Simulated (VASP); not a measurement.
# Li2Na2Cl4 (ordered alloy cell): computed properties

Computed with PBEsol GGA, VASP's PBE PAW potentials (set 64) (plane waves; VASP).

* **space group**: R-3m (166)
* **cell**: a = b = 3.7614 Å, c = 37.3106 Å, α = β = 90.00°, γ = 120.00°
* **volume per atom**: 19.05 Å³/atom
* **band gap (over mesh and band path)**: 5.36 eV
* **smallest direct gap (over mesh and band path)**: 5.37 eV
* **band-edge character**: indirect, Γ-S0 at 0.09 to Γ
* **density**: 2.20 g/cm³

```yaml
crystal:
  lattice:
    - [0.00000, 2.65974, 2.65974]
    - [2.65974, 0.00000, 2.65974]
    - [10.72674, 10.72674, -0.08779]
  atoms:
    - { symbol: Na, position: [0.01421, 0.01421, 0.98934] }
    - { symbol: Na, position: [0.98579, 0.98579, 0.26066] }
    - { symbol: Cl, position: [0.50000, 0.50000, 0.12500] }
    - { symbol: Cl, position: [0.47061, 0.47061, 0.39704] }
    - { symbol: Cl, position: [0.50000, 0.50000, 0.62500] }
    - { symbol: Cl, position: [0.52939, 0.52939, 0.85296] }
    - { symbol: Li, position: [0.98648, 0.98648, 0.51014] }
    - { symbol: Li, position: [0.01352, 0.01352, 0.73986] }
```

The structure was generated: Li2Na2Cl4 was put into an ordered model structure (R-3m), which need not be its known phase. It was relaxed first. Symmetry was kept, so distortions that lower it aren't found.
